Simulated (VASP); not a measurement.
A run of VASP 6.6.1 is set up as follows.

Contents of INCAR:

```
PREC = Accurate
ENCUT = 520
EDIFF = 1E-7
ISMEAR = 0
SIGMA = 0.1
LREAL = False
LASPH = True
NELM = 120
ALGO = Normal
ISIF = 3
LWAVE = False
LCHARG = False
GGA = PE
IBRION = 2
NSW = 60
EDIFFG = -0.005
POTIM = 0.3
KPAR = 4
```

KPOINTS

```
Automatic mesh
0
Gamma
  8 8 4
```

The input POSCAR:

```
Sb2Te3O2                                
1.0
    4.0113121352      0.0000000000     -0.0000000000
   -2.0056560726      3.4738982114     -0.0000000000
   -0.0000000000      0.0000000000     11.6919398922
  Sb              Te              O             
     2     3     2
Direct
     1.0000000000000000    1.0000000000000000    0.0062817127516786
     0.3333333300000021    0.6666666699999979    0.2474817269471032
     0.6666666699999979    0.3333333300000021    0.4332000216029662
     0.6666666699999979    0.3333333300000021    0.8141012664430803
     0.0000000000000000    1.0000000000000000    0.6260342684989796
     0.0000000000000000    0.0000000000000000    0.1873016184231095
     0.3333333300000021    0.6666666699999979    0.0606737653330907
```

Potentials or basis: VASP PAW PBE potentials, release 64 (Sb, Te, O).

Run with:

```sh
$ cat potpaw_PBE.64/Sb/POTCAR potpaw_PBE.64/Te/POTCAR potpaw_PBE.64/O/POTCAR > POTCAR
$ mpirun -np 4 vasp_std > vasp.out
```

Task: Predict the relaxed volume.

Result: 23.29 Å³/atom.

Task: What does it give for the band gap on the k mesh?

Result: None (metal or under the smearing width).

Final structure:
```cif
data_structure
_symmetry_space_group_name_H-M 'P 1'
_symmetry_Int_Tables_number 1
_cell_length_a 4.0121
_cell_length_b 4.0121
_cell_length_c 11.6934
_cell_angle_alpha 90.000
_cell_angle_beta 90.000
_cell_angle_gamma 120.000
_cell_volume 163.01
loop_
_atom_site_label
_atom_site_type_symbol
_atom_site_fract_x
_atom_site_fract_y
_atom_site_fract_z
_atom_site_occupancy
Sb1 Sb 0.00000 0.00000 0.00635 1
Sb2 Sb 0.33333 0.66667 0.24753 1
Te1 Te 0.66667 0.33333 0.43319 1
Te2 Te 0.66667 0.33333 0.81412 1
Te3 Te 0.00000 0.00000 0.62599 1
O1 O 0.00000 0.00000 0.18726 1
O2 O 0.33333 0.66667 0.06064 1
```

Spin-orbit coupling is left out, which matters for the levels of Sb, Te.
